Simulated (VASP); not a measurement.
# Relaxed cell of Zr (Zirconium): a test of cutoff and mesh, part 2 of 2

How far does the relaxed cell of Zr (Zirconium) depend on cutoff and k mesh? The starting structure is a measured crystal structure from the Crystallography Open Database. The first relaxation on each setting starts from this cell expanded by 3 % in volume.

VASP 6.6.1.

Results so far: reference 22.49 Å³ an atom; a cutoff of 230 eV 22.10 Å³ an atom; a 9×9×5 mesh 22.50 Å³ an atom.

### Step 5. Relaxation with a cutoff of 600 eV

Level of this step: PBEsol; plane waves and PAW (Zr_sv) (VASP).

Against step 2 the input has ENCUT = 600. This run starts from the cell of an earlier relaxation, which isn't shown; the restart sets up the plane waves anew.

INCAR reads:

```
SYSTEM = Zr
PREC = Accurate
ENCUT = 600
EDIFF = 1E-06
NELM = 100
ISMEAR = 1
SIGMA = 0.15
LREAL = .FALSE.
ALGO = Normal
GGA = PS
NBANDS = 18
LORBIT = 11
LWAVE = .FALSE.
LCHARG = .FALSE.
KPAR = 4
IBRION = 2
NSW = 50
ISIF = 3
EDIFFG = -0.004
```

POSCAR reads:

```
Zr
1.0
    3.1859318170      0.0000000000      0.0000000000
   -1.5929659085      2.7590978882      0.0000000000
    0.0000000000      0.0000000000      5.1154575839
Zr
2
Direct
    0.6666666667      0.3333333333      0.7500000000
    0.3333333333      0.6666666667      0.2500000000
```

KPOINTS reads:

```
Automatic mesh
0
Gamma
16 16 10
0 0 0
```

The projector-augmented-wave data sets are Zr_sv (PBE family, release 64).

Run with:

```console
> mpirun -np 4 vasp_std
```

The log of the run:

```text
[... set-up lines as in an earlier step ...]
 entering main loop
       N       E                     dE             d eps       ncg     rms          rms(c)
DAV:   1     0.237104894137E+03    0.23710E+03   -0.14400E+04  6480   0.148E+03
DAV:   2    -0.182213538093E+01   -0.23893E+03   -0.23509E+03  7556   0.405E+02
DAV:   3    -0.184997877055E+02   -0.16678E+02   -0.16510E+02 11708   0.799E+01
DAV:   4    -0.189346935280E+02   -0.43491E+00   -0.43460E+00  7576   0.135E+01
[...]
DAV:  10    -0.181629998918E+02    0.26404E-04   -0.49627E-05  9450   0.424E-02    0.241E-02
DAV:  11    -0.181630021306E+02   -0.22388E-05   -0.99091E-06  7084   0.373E-02    0.220E-03
DAV:  12    -0.181630021209E+02    0.96356E-08   -0.30205E-07  3986   0.423E-03
   1 F= -.18163002E+02 E0= -.18163830E+02  d E =-.181630E+02
[...]
reached required accuracy - stopping structural energy minimisation
```

Elapsed: 16 s, on 4 MPI ranks of Intel Xeon 6975P-C (Granite Rapids), shared host; peak memory 1.1 GiB.

From OUTCAR (step 5):

```text
  Total       -0.0074810     -0.0074810     -0.0043859      0.0000000     -0.0000000     -0.0000000
  in kB       -0.2665524     -0.2665524     -0.1562714      0.0000000     -0.0000000     -0.0000000
  external PRESSURE =      -0.2297921 kB  Pullay stress =       0.0000000 kB

 POSITION                                       TOTAL-FORCE (eV/Angst)
 -----------------------------------------------------------------------------------
      1.59297      0.91970      3.83659        -0.000000      0.000000      0.000000
     -0.00000      1.83940      1.27886         0.000000     -0.000000      0.000000
 -----------------------------------------------------------------------------------
    total drift:                               -0.000000      0.000000     -0.000000

  FREE ENERGIE OF THE ION-ELECTRON SYSTEM (eV)
  ---------------------------------------------------
  free  energy   TOTEN  =       -18.1630021209 eV

  energy  without entropy=      -18.1654865888  energy(sigma->0) =      -18.16383028

[... 2 parts as in an earlier step ...]

[... 2 further parts left out ...]
[key lines of the parts left out:]
E-fermi :   9.2706
```

With a cutoff of 600 eV the cell ends at 22.483 Å³ an atom, -0.02 % from the reference; the bulk modulus is 99.4 GPa against 99.4 GPa.

### Step 6. Relaxation with a 22×22×12 mesh

Against step 2 the input has a 22×22×12 mesh. This run starts from the cell of an earlier relaxation, which isn't shown; the restart sets up the plane waves anew.

INCAR: that of step 5 with these lines changed.

```diff
@@ -2,3 +2,3 @@
 PREC = Accurate
-ENCUT = 600
+ENCUT = 450
 EDIFF = 1E-06
```

POSCAR reads:

```
Zr
1.0
    3.1866510425      0.0000000000      0.0000000000
   -1.5933255213      2.7597207558      0.0000000000
    0.0000000000      0.0000000000      5.1147255191
Zr
2
Direct
    0.6666666667      0.3333333333      0.7500000000
    0.3333333333      0.6666666667      0.2500000000
```

KPOINTS reads:

```
Automatic mesh
0
Gamma
22 22 12
0 0 0
```

Run with:

```console
> mpirun -np 4 vasp_std
```

The log of the run:

```text
[... set-up lines as in an earlier step ...]
 entering main loop
       N       E                     dE             d eps       ncg     rms          rms(c)
DAV:   1     0.194671844750E+03    0.19467E+03   -0.12536E+04 13160   0.119E+03
DAV:   2    -0.421313976438E+01   -0.19888E+03   -0.19584E+03 15504   0.361E+02
DAV:   3    -0.186308857713E+02   -0.14418E+02   -0.14283E+02 23724   0.688E+01
DAV:   4    -0.189413418131E+02   -0.31046E+00   -0.31005E+00 15416   0.108E+01
[...]
DAV:   9    -0.181622427614E+02   -0.29465E-03   -0.16539E-03 16876   0.379E-01    0.294E-02
DAV:  10    -0.181622165742E+02    0.26187E-04   -0.49000E-05 18492   0.413E-02    0.244E-02
DAV:  11    -0.181622174555E+02   -0.88128E-06   -0.98253E-06 14456   0.365E-02
   1 F= -.18162217E+02 E0= -.18162798E+02  d E =-.181622E+02
[...]
reached required accuracy - stopping structural energy minimisation
```

The job ended after 15 s (4 MPI ranks; peak memory 1.2 GiB; 58 s of CPU time).

From OUTCAR (step 6):

```text
  Total        0.0041237      0.0041237      0.0062006     -0.0000000      0.0000000      0.0000000
  in kB        0.1468856      0.1468856      0.2208624     -0.0000000      0.0000000      0.0000000
  external PRESSURE =       0.1715445 kB  Pullay stress =       0.0000000 kB

 POSITION                                       TOTAL-FORCE (eV/Angst)
 -----------------------------------------------------------------------------------
      1.59333      0.91991      3.83604        -0.000000     -0.000000      0.000000
     -0.00000      1.83981      1.27868         0.000000      0.000000      0.000000
 -----------------------------------------------------------------------------------
    total drift:                                0.000000     -0.000000      0.000000

  FREE ENERGIE OF THE ION-ELECTRON SYSTEM (eV)
  ---------------------------------------------------
  free  energy   TOTEN  =       -18.1622174555 eV

  energy  without entropy=      -18.1639576094  energy(sigma->0) =      -18.16279751

[... 1 part as in an earlier step ...]

[... 3 further parts left out ...]
[key lines of the parts left out:]
E-fermi :   9.2696
```

With a 22×22×12 mesh the cell ends at 22.490 Å³ an atom, +0.01 % from the reference; the bulk modulus is 99.0 GPa against 99.4 GPa.

### Step 7. The runs compared

```csv
run,volume (Å³/atom),change (%),bulk modulus (GPa),pressure left (GPa),core minutes
reference,22.488,-,99.4,0.02,3.57
a cutoff of 230 eV,22.098,-1.74,104.6,0.02,1.88
a 9×9×5 mesh,22.5,0.05,99.4,0.0,0.973
a cutoff of 600 eV,22.483,-0.02,99.4,-0.02,6.45
a 22×22×12 mesh,22.49,0.01,99.0,0.02,6.45
```

Core minutes are wall time times ranks, summed over the relaxations behind a row (those for a bulk modulus apart), on shared hosts.

### Step 8. Results

```json
{
  "volume of the reference": "22.49 Å³/atom",
  "volume against the reference, a cutoff of 230 eV": "-1.74 %",
  "volume against the reference, a 9×9×5 mesh": "+0.05 %",
  "volume against the reference, a cutoff of 600 eV": "-0.02 %",
  "volume against the reference, a 22×22×12 mesh": "+0.01 %"
}
```

**Reading.** The volume moves most with a cutoff of 230 eV: -1.74 % against the reference (450 eV, 16×16×10 mesh). On finer settings it changes by -0.02 % with a cutoff of 600 eV and +0.01 % with a 22×22×12 mesh. The relaxations stop with up to 0.02 GPa left, which at the bulk modulus found here is 0.02 % of the volume, and more along a soft axis. That understates it: a restart alone still moved the volume by up to 1.2 %. A cell that shrinks at the lower cutoff is the usual mark of Pulay stress, the error that a plane-wave basis makes when it is kept while the volume changes. The bulk modulus is more sensitive: it changes by +5.3 % with a cutoff of 230 eV. Further runs on this material are not shown.

[Lines on the potential files, build, host, timing and source positions are cut from VASP's logs without a mark.]

[Logs are printed without paths, hosts, clocks, repeated set-up lines and the standing remarks that a program may print on its own settings, such as how far it seeks lower states.]

[Hosts, paths, dates, database ids (printed as entryN), source tags and the programs' standing remarks are cut or masked in the printed files.]
